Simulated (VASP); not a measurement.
All values below come from PBE GGA, VASP's PBE PAW potentials (set 64) (plane waves; VASP 6.6.1).

The input files of a VASP run:

**INCAR**
```
SYSTEM = Al31Mn
PREC = Normal
ENCUT = 400
EDIFF = 1E-5
NELM = 100
ALGO = Fast
LREAL = Auto
LASPH = .TRUE.
ISMEAR = 1
SIGMA = 0.1
GGA = PE
LMAXMIX = 4
ISPIN = 2
MAGMOM = 0.0 0.0 0.0 0.0 0.0 0.0 0.0 0.0 0.0 0.0 0.0 0.0 0.0 0.0 0.0 0.0 0.0 0.0 0.0 0.0 0.0 0.0 0.0 0.0 0.0 0.0 0.0 0.0 0.0 0.0 0.0 3.0
LORBIT = 10
LWAVE = .FALSE.
LCHARG = .FALSE.
NELMIN = 4
ISYM = 0
IBRION = 2
ISIF = 2
NSW = 60
EDIFFG = -0.03
```

KPOINTS:
```
Automatic mesh
0
Gamma
3 3 3
0 0 0
```

POSCAR:
```
Al31Mn
1
    8.0715331279    -0.0000000000    -0.0000000000
   -0.0000000000     8.0715331279     0.0000000000
    0.0000000000     0.0000000000     8.0715331279
Al Mn
31 1
Direct
  0.5000000000   0.0000000000   0.0000000000
  0.7500000000   0.2500000000   0.0000000000
  0.7500000000   0.0000000000   0.2500000000
  0.0000000000   0.0000000000   0.0000000000
  0.2500000000   0.2500000000   0.0000000000
  0.5000000000   0.5000000000   0.0000000000
  0.7500000000   0.7500000000   0.0000000000
  0.2500000000   0.0000000000   0.2500000000
  0.5037460000   0.2558050000   0.2479380000
  0.7497340000   0.4960360000   0.2549700000
  0.5000000000   0.0000000000   0.5000000000
  0.7511800000   0.2443220000   0.5040080000
  0.7500000000   0.0000000000   0.7500000000
  0.0000000000   0.5000000000   0.0000000000
  0.2500000000   0.7500000000   0.0000000000
  0.0000000000   0.2500000000   0.2500000000
  0.2525170000   0.4943050000   0.2522190000
  0.4990000000   0.7549740000   0.2554960000
  0.0000000000   0.0000000000   0.5000000000
  0.2510780000   0.2479180000   0.4996950000
  0.7544820000   0.7479760000   0.5023550000
  0.2500000000   0.0000000000   0.7500000000
  0.5012040000   0.2554320000   0.7557470000
  0.7542010000   0.5052540000   0.7510390000
  0.0000000000   0.7500000000   0.2500000000
  0.0000000000   0.5000000000   0.5000000000
  0.2498180000   0.7478220000   0.4955240000
  0.0000000000   0.2500000000   0.7500000000
  0.2478580000   0.4951320000   0.7465440000
  0.5020330000   0.7462120000   0.7453310000
  0.0000000000   0.7500000000   0.7500000000
  0.4992980000   0.5028400000   0.5016000000
```

POTCAR, in this order: Al Mn_pv (PBE.64 set). Program: vasp_std.

Output

File OUTCAR:
```
 ion  position               nearest neighbor table
   1  0.500  0.000  0.000-  23 2.85   3 2.85   5 2.85   7 2.85   8 2.85  13 2.85  15 2.85  22 2.85
                             2 2.85  18 2.86   9 2.88  30 2.90
   2  0.750  0.250  0.000-  23 2.81   9 2.82   4 2.85   6 2.85   1 2.85  13 2.85  14 2.85  16 2.85
                             3 2.85  28 2.85  10 2.86  24 2.88
   3  0.750  0.000  0.250-  18 2.83  12 2.84   4 2.85   7 2.85  11 2.85   1 2.85  16 2.85   2 2.85
                            19 2.85  25 2.85   9 2.87  21 2.88
   4  0.000  0.000  0.000-   2 2.85   3 2.85   5 2.85   7 2.85   8 2.85  13 2.85  15 2.85  16 2.85
                            22 2.85  25 2.85  28 2.85  31 2.85
   5  0.250  0.250  0.000-  23 2.83  17 2.83  29 2.85   8 2.85  14 2.85  16 2.85   1 2.85  22 2.85
                             4 2.85  28 2.85   6 2.85   9 2.86
   6  0.500  0.500  0.000-  23 2.79   9 2.81  17 2.85   2 2.85  15 2.85   5 2.85   7 2.85  30 2.86
                            24 2.87  10 2.88  29 2.89  18 2.91
   7  0.750  0.750  0.000-  24 2.82   3 2.85   4 2.85   6 2.85  13 2.85  14 2.85   1 2.85  25 2.85
                            31 2.85  30 2.87  18 2.89  10 2.90
   8  0.250  0.000  0.250-  18 2.82  20 2.84  27 2.84  11 2.85  15 2.85  16 2.85   1 2.85  19 2.85
                             4 2.85  25 2.85   5 2.85   9 2.91
   9  0.504  0.256  0.248-  10 2.78  17 2.80   6 2.81   2 2.82  32 2.86   5 2.86   3 2.87   1 2.88
                            12 2.88  20 2.88  11 2.90   8 2.91
  10  0.750  0.496  0.255-   9 2.78  26 2.83  16 2.83  32 2.84  21 2.85  12 2.86   2 2.86  25 2.88
                             6 2.88  14 2.88   7 2.90  18 2.91
  11  0.500  0.000  0.500-  18 2.79  12 2.83  20 2.84  30 2.85   8 2.85   3 2.85  22 2.85  13 2.85
                            27 2.87  21 2.89   9 2.90  23 2.92
  12  0.751  0.244  0.504-  13 2.80  19 2.81  28 2.82  11 2.83   3 2.84  10 2.86  23 2.86  16 2.87
                             9 2.88  26 2.88  24 2.90  32 2.91
...
```

OSZICAR:
```
       N       E                     dE             d eps       ncg     rms          rms(c)
DAV:   1     0.188030726531E+03    0.18803E+03   -0.34280E+04  4352   0.976E+02
DAV:   2    -0.109257319140E+03   -0.29729E+03   -0.28100E+03  4584   0.161E+02
DAV:   3    -0.129790801259E+03   -0.20533E+02   -0.19478E+02  5056   0.374E+01
DAV:   4    -0.130421024734E+03   -0.63022E+00   -0.62097E+00  4976   0.738E+00
DAV:   5    -0.130434763117E+03   -0.13738E-01   -0.13714E-01  5032   0.124E+00    0.275E+01
RMM:   6    -0.140496808510E+03   -0.10062E+02   -0.11348E+02  5859   0.669E+01    0.672E+01
RMM:   7    -0.123807480904E+03    0.16689E+02   -0.41441E-02  5283   0.198E+01    0.291E+01
RMM:   8    -0.122384500333E+03    0.14230E+01   -0.20554E+00  5240   0.115E+01    0.167E+01
RMM:   9    -0.121942109791E+03    0.44239E+00   -0.14075E+01  4980   0.115E+01    0.463E+00
RMM:  10    -0.123591960846E+03   -0.16499E+01   -0.16429E+01  4896   0.682E+00    0.489E+00
RMM:  11    -0.125008383419E+03   -0.14164E+01   -0.13745E+01  4867   0.371E+00    0.817E+00
RMM:  12    -0.126300080297E+03   -0.12917E+01   -0.90238E+00  4863   0.276E+00    0.145E+01
RMM:  13    -0.128341972344E+03   -0.20419E+01   -0.89663E+00  4819   0.369E+00    0.231E+01
RMM:  14    -0.129924498958E+03   -0.15825E+01   -0.72675E+00  4776   0.240E+00    0.286E+01
RMM:  15    -0.128290155135E+03    0.16343E+01   -0.36696E+00  4755   0.267E+00    0.272E+01
RMM:  16    -0.124988918513E+03    0.33012E+01   -0.12472E+01  6064   0.660E+00    0.441E+00
RMM:  17    -0.125454571473E+03   -0.46565E+00   -0.27162E+00  5057   0.252E+00    0.367E+00
RMM:  18    -0.125647849481E+03   -0.19328E+00   -0.17401E+00  4446   0.143E+00    0.199E+00
RMM:  19    -0.125753713423E+03   -0.10586E+00   -0.65500E-01  4323   0.597E-01    0.271E+00
RMM:  20    -0.125759651376E+03   -0.59380E-02   -0.34783E-02  4432   0.231E-01    0.273E+00
RMM:  21    -0.125758963899E+03    0.68748E-03   -0.39469E-03  4209   0.126E-01    0.253E+00
RMM:  22    -0.125778624204E+03   -0.19660E-01   -0.25328E-01  6141   0.864E-01    0.138E+00
RMM:  23    -0.125795788842E+03   -0.17165E-01   -0.33221E-02  4870   0.338E-01    0.212E+00
RMM:  24    -0.125772924732E+03    0.22864E-01   -0.10101E-02  4533   0.244E-01    0.213E+00
RMM:  25    -0.125764110553E+03    0.88142E-02   -0.55493E-03  4332   0.153E-01    0.229E+00
RMM:  26    -0.125748127735E+03    0.15983E-01   -0.21485E-02  5018   0.301E-01    0.157E+00
RMM:  27    -0.125754011339E+03   -0.58836E-02   -0.96493E-03  4685   0.214E-01    0.101E+00
RMM:  28    -0.125759495422E+03   -0.54841E-02   -0.67994E-03  4888   0.203E-01    0.531E-01
RMM:  29    -0.125761070963E+03   -0.15755E-02   -0.25119E-03  4487   0.111E-01    0.316E-01
RMM:  30    -0.125761091267E+03   -0.20304E-04   -0.46347E-04  4074   0.447E-02    0.216E-01
RMM:  31    -0.125761025551E+03    0.65716E-04   -0.99646E-04  4325   0.515E-02    0.348E-02
RMM:  32    -0.125761039737E+03   -0.14186E-04   -0.67129E-05  3436   0.216E-02    0.106E-02
RMM:  33    -0.125761042164E+03   -0.24267E-05   -0.12080E-05  2614   0.101E-02
   1 F= -.12576104E+03 E0= -.12576266E+03  d E =-.125761E+03  mag=     3.0893
       N       E                     dE             d eps       ncg     rms          rms(c)
DAV:   1    -0.125805458729E+03   -0.44419E-01   -0.75260E-01  5432   0.629E+00    0.568E-01
RMM:   2    -0.125823632125E+03   -0.18173E-01   -0.11411E-01  4393   0.130E+00    0.135E+00
RMM:   3    -0.125812097259E+03    0.11535E-01   -0.37015E-02  4130   0.747E-01    0.248E-01
RMM:   4    -0.125811953980E+03    0.14328E-03   -0.33846E-03  4144   0.205E-01    0.958E-02
RMM:   5    -0.125811976365E+03   -0.22384E-04   -0.73329E-04  4712   0.933E-02    0.851E-02
RMM:   6    -0.125811981768E+03   -0.54032E-05   -0.13049E-04  4433   0.421E-02    0.582E-02
RMM:   7    -0.125811983583E+03   -0.18152E-05   -0.42264E-05  3214   0.211E-02
   2 F= -.12581198E+03 E0= -.12581319E+03  d E =-.509414E-01  mag=     3.0475
       N       E                     dE             d eps       ncg     rms          rms(c)
DAV:   1    -0.125797551170E+03    0.14431E-01   -0.63351E+00  5160   0.183E+01    0.168E+00
RMM:   2    -0.125959650817E+03   -0.16210E+00   -0.95636E-01  4366   0.364E+00    0.402E+00
RMM:   3    -0.125853134592E+03    0.10652E+00   -0.32092E-01  4145   0.224E+00    0.772E-01
RMM:   4    -0.125851310759E+03    0.18238E-02   -0.29801E-02  4129   0.617E-01    0.291E-01
RMM:   5    -0.125851552732E+03   -0.24197E-03   -0.63415E-03  4742   0.272E-01    0.256E-01
RMM:   6    -0.125851614061E+03   -0.61330E-04   -0.10943E-03  4882   0.121E-01    0.178E-01
RMM:   7    -0.125851629480E+03   -0.15418E-04   -0.33616E-04  4147   0.588E-02    0.648E-02
RMM:   8    -0.125851632851E+03   -0.33712E-05   -0.17032E-04  4000   0.401E-02    0.302E-02
RMM:   9    -0.125851631842E+03    0.10090E-05   -0.40960E-05  3206   0.213E-02
   3 F= -.12585163E+03 E0= -.12585253E+03  d E =-.905897E-01  mag=     2.9400
       N       E                     dE             d eps       ncg     rms          rms(c)
DAV:   1    -0.125853593509E+03   -0.19607E-02   -0.43302E-01  5264   0.479E+00    0.454E-01
RMM:   2    -0.125866603023E+03   -0.13010E-01   -0.73732E-02  4363   0.106E+00    0.125E+00
RMM:   3    -0.125857241750E+03    0.93613E-02   -0.24565E-02  4130   0.610E-01    0.187E-01
RMM:   4    -0.125857235996E+03    0.57542E-05   -0.22313E-03  4128   0.157E-01    0.801E-02
RMM:   5    -0.125857238406E+03   -0.24106E-05   -0.39438E-04  4660   0.679E-02    0.673E-02
RMM:   6    -0.125857239383E+03   -0.97648E-06   -0.72203E-05  4024   0.320E-02
   4 F= -.12585724E+03 E0= -.12585808E+03  d E =-.961972E-01  mag=     2.9617
       N       E                     dE             d eps       ncg     rms          rms(c)
DAV:   1    -0.125863054952E+03   -0.58165E-02   -0.20247E-01  5416   0.349E+00    0.288E-01
RMM:   2    -0.125867324018E+03   -0.42691E-02   -0.29179E-02  4425   0.659E-01    0.611E-01
RMM:   3    -0.125865353703E+03    0.19703E-02   -0.93624E-03  4118   0.365E-01    0.171E-01
RMM:   4    -0.125865238494E+03    0.11521E-03   -0.79388E-04  4305   0.114E-01    0.520E-02
RMM:   5    -0.125865248039E+03   -0.95446E-05   -0.21088E-04  4436   0.484E-02    0.483E-02
RMM:   6    -0.125865248208E+03   -0.16895E-06   -0.29301E-05  2787   0.216E-02
   5 F= -.12586525E+03 E0= -.12586624E+03  d E =-.800882E-02  mag=     2.9643
       N       E                     dE             d eps       ncg     rms          rms(c)
DAV:   1    -0.125865480985E+03   -0.23295E-03   -0.31907E-01  5336   0.439E+00    0.351E-01
RMM:   2    -0.125871578195E+03   -0.60972E-02   -0.44616E-02  4468   0.811E-01    0.708E-01
RMM:   3    -0.125869158400E+03    0.24198E-02   -0.14279E-02  4110   0.448E-01    0.240E-01
RMM:   4    -0.125868905998E+03    0.25240E-03   -0.13412E-03  4356   0.149E-01    0.733E-02
RMM:   5    -0.125868923661E+03   -0.17664E-04   -0.36078E-04  4556   0.614E-02    0.686E-02
RMM:   6    -0.125868923967E+03   -0.30551E-06   -0.47681E-05  3589   0.270E-02
   6 F= -.12586892E+03 E0= -.12587013E+03  d E =-.116846E-01  mag=     2.9683
       N       E                     dE             d eps       ncg     rms          rms(c)
DAV:   1    -0.125870345151E+03   -0.14215E-02   -0.33118E-02  5176   0.119E+00    0.848E-02
RMM:   2    -0.125870562891E+03   -0.21774E-03   -0.28443E-03  4670   0.222E-01    0.787E-02
RMM:   3    -0.125870637761E+03   -0.74870E-04   -0.75112E-04  4130   0.103E-01    0.101E-01
RMM:   4    -0.125870575188E+03    0.62573E-04   -0.15135E-04  4006   0.526E-02    0.212E-02
RMM:   5    -0.125870577053E+03   -0.18655E-05   -0.28053E-05  2764   0.191E-02
   7 F= -.12587058E+03 E0= -.12587185E+03  d E =-.165309E-02  mag=     2.9746
```

**OUTCAR**
```
------------------------ aborting loop because EDIFF is reached ----------------------------------------
  FORCE on cell =-STRESS in cart. coord.  units (eV):
  Direction    XX          YY          ZZ          XY          YZ          ZX
  --------------------------------------------------------------------------------------
  Total       -2.1625470     -2.1724307     -2.1794684     -0.0037821      0.0190255     -0.0101840
  in kB       -6.5888259     -6.6189396     -6.6403819     -0.0115233      0.0579666     -0.0310284
  external PRESSURE =      -6.6160491 kB  Pullay stress =       0.0000000 kB
  volume of cell :      525.86
      direct lattice vectors                 reciprocal lattice vectors
     8.071533128  0.000000000  0.000000000     0.123892200  0.000000000  0.000000000
     0.000000000  8.071533128  0.000000000     0.000000000  0.123892200  0.000000000
     0.000000000  0.000000000  8.071533128     0.000000000  0.000000000  0.123892200
 POSITION                                       TOTAL-FORCE (eV/Angst)
 -----------------------------------------------------------------------------------
      4.03682      8.07113      0.00033         0.010590     -0.001551      0.007293
      6.05248      2.02767      0.00497        -0.000967     -0.012882     -0.004525
      6.05102      0.00103      2.02734         0.002224     -0.007401     -0.003431
      0.00213      8.06842      0.00058         0.001192      0.011826      0.005201
      2.02669      2.02347      0.00113        -0.003245      0.000884      0.009677
      4.03883      4.04406      0.00511        -0.000106     -0.019800     -0.002802
      6.04799      6.04755      0.00589         0.001765     -0.000546     -0.003101
      2.02712      8.07014      2.02031         0.000805      0.003642      0.013338
      4.04444      2.04541      2.04909        -0.013181     -0.002666     -0.002198
      6.02633      4.03415      2.05739         0.007969      0.007371     -0.017985
      4.03881      0.00171      4.04065         0.001339     -0.003483     -0.003972
      6.02819      2.04289      4.04714         0.004708     -0.006882     -0.008115
      6.04723      8.06465      6.05593         0.008035      0.023900     -0.012432
      0.00390      4.03406      0.00578         0.001821     -0.004197     -0.006426
      2.02879      6.04517      0.00108        -0.001101      0.005021     -0.003268
      0.00117      2.01971      2.02886         0.012295      0.001582     -0.009167
      2.05431      4.03053      2.04966        -0.008769      0.000635     -0.004881
      4.03951      6.02786      2.05735         0.005224     -0.005416     -0.020304
      0.00517      8.06678      4.03619        -0.001240      0.004665      0.006676
      2.05526      2.04037      4.03785        -0.010688      0.003337     -0.001503
      6.03508      6.02829      4.03970         0.000480     -0.011652     -0.002443
      2.03091      8.06964      6.04875        -0.009201      0.000652      0.000834
      4.04079      2.05567      6.03554         0.003971     -0.027586     -0.009101
      6.03632      4.03900      6.03143        -0.008627     -0.005497     -0.000619
      0.00508      6.04407      2.01943        -0.007710     -0.000629      0.016044
      0.00421      4.02613      4.03585        -0.000309      0.025022      0.007724
      2.04477      6.02054      4.03166         0.007426      0.007445      0.018106
      0.00449      2.01603      6.04997        -0.003572      0.006073      0.001286
      2.04560      4.03127      6.02377         0.006664      0.011584      0.010592
      4.03611      6.02056      6.01756         0.006149      0.001518      0.028325
      0.00712      6.04808      6.05213        -0.006022     -0.010457     -0.007284
      4.04208      4.03336      4.04061        -0.007918      0.005489     -0.001537
 -----------------------------------------------------------------------------------
    total drift:                                0.004053      0.003391      0.006832
  FREE ENERGIE OF THE ION-ELECTRON SYSTEM (eV)
  ---------------------------------------------------
  free  energy   TOTEN  =      -125.8705770534 eV

  energy  without entropy=     -125.8744054085  energy(sigma->0) =     -125.87185317

 total charge

# of ion       s       p       d       tot
------------------------------------------
    1        0.438   0.334   0.000   0.772
    2        0.431   0.336   0.000   0.766
    3        0.431   0.336   0.000   0.767
    4        0.433   0.333   0.000   0.766
    5        0.431   0.336   0.000   0.766
    6        0.438   0.333   0.000   0.771
    7        0.431   0.336   0.000   0.767
    8        0.431   0.336   0.000   0.766
    9        0.425   0.347   0.000   0.771
   10        0.425   0.347   0.000   0.771
   11        0.438   0.333   0.000   0.771
   12        0.425   0.347   0.000   0.771
   13        0.431   0.336   0.000   0.766
   14        0.438   0.334   0.000   0.772
   15        0.431   0.336   0.000   0.767
   16        0.431   0.336   0.000   0.767
   17        0.425   0.346   0.000   0.771
   18        0.425   0.347   0.000   0.771
   19        0.438   0.334   0.000   0.772
   20        0.425   0.347   0.000   0.771
   21        0.425   0.346   0.000   0.771
   22        0.431   0.336   0.000   0.767
   23        0.425   0.346   0.000   0.771
   24        0.425   0.346   0.000   0.771
   25        0.431   0.336   0.000   0.767
   26        0.438   0.333   0.000   0.771
   27        0.425   0.347   0.000   0.771
   28        0.431   0.336   0.000   0.766
   29        0.425   0.347   0.000   0.771
   30        0.425   0.346   0.000   0.771
   31        0.431   0.336   0.000   0.767
   32        0.296   6.223   5.051  11.569
--------------------------------------------------
tot         13.621  16.742   5.051  35.414

 magnetization (x)

# of ion       s       p       d       tot
------------------------------------------
    1       -0.002   0.007   0.000   0.005
    2       -0.001   0.001   0.000   0.001
    3       -0.001   0.001   0.000   0.001
    4       -0.008  -0.007   0.000  -0.016
    5       -0.001   0.001   0.000   0.001
    6       -0.003   0.004   0.000   0.001
    7       -0.001   0.001   0.000   0.001
    8       -0.001   0.001   0.000   0.001
    9       -0.003  -0.005   0.000  -0.008
   10       -0.003  -0.005   0.000  -0.008
   11       -0.003   0.004   0.000   0.001
   12       -0.003  -0.005   0.000  -0.008
   13       -0.001   0.001   0.000   0.001
...
```
(Selected blocks of OUTCAR.)

**CONTCAR**
```
Al31Mn
   1.00000000000000
     8.0715331279000004    0.0000000000000000    0.0000000000000000
     0.0000000000000000    8.0715331279000004    0.0000000000000000
     0.0000000000000000    0.0000000000000000    8.0715331279000004
  Al              Mn
    31     1
Direct
     0.5001304710445228    0.9999494829990687    0.0000412813678281
     0.7498554460501901    0.2512126044706521    0.0006157854305049
     0.7496737332646619    0.0001269940942704    0.2511711198527120
     0.0002634507862135    0.9996143350290604    0.0000719407000032
     0.2510908003227791    0.2506917880152501    0.0001395345436450
     0.5003796904395770    0.5010268856076369    0.0006335708640006
     0.7492989987017423    0.7492440761756751    0.0007303135734778
     0.2511445876089030    0.9998274065831767    0.2503003795130719
     0.5010745092933432    0.2534097734652624    0.2538665590182850
     0.7466149362708654    0.4997997099983411    0.2548941325151440
     0.5003766435578152    0.0002115447743737    0.5006049630240944
     0.7468451332589832    0.2530982337048561    0.5014094801795809
     0.7492042338197654    0.9991471142264153    0.7502819993515968
     0.0004832609395498    0.4997883616007041    0.0007165059666797
     0.2513512854887138    0.7489498243916033    0.0001341875903815
     0.0001455171755778    0.2502263178754729    0.2513598591907402
     0.2545135040227854    0.4993513584903204    0.2539373551130363
     0.5004642278613914    0.7468047105562093    0.2548896715264046
     0.0006407357840389    0.9994112059386703    0.5000526251564685
     0.2546303881306574    0.2527861919429910    0.5002576635306839
     0.7476989023957608    0.7468586805453546    0.5004879089777816
     0.2516135586677625    0.9997652043238067    0.7493924125698056
     0.5006220195634593    0.2546813641938671    0.7477557757212082
     0.7478535656642580    0.5004007211734486    0.7472470690952910
     0.0006299425363616    0.7488125806882934    0.2501913587345820
     0.0005211132724308    0.4988063119917954    0.5000101406247528
     0.2533316251488516    0.7458984463277374    0.4994907047399175
     0.0005563016520551    0.2497707961562820    0.7495439099652904
     0.2534339885535862    0.4994433405048363    0.7462978986115764
     0.5000420905071028    0.7459006530447269    0.7455284481120574
     0.0008826439298219    0.7493101801018337    0.7498112743222378
     0.5007816942864716    0.4997018010079937    0.5006001705171632
```

The moments were started parallel, and other spin orders were not tried in this run.

The cell is a supercell with a defect, built from Al (fcc): Mn_Al.
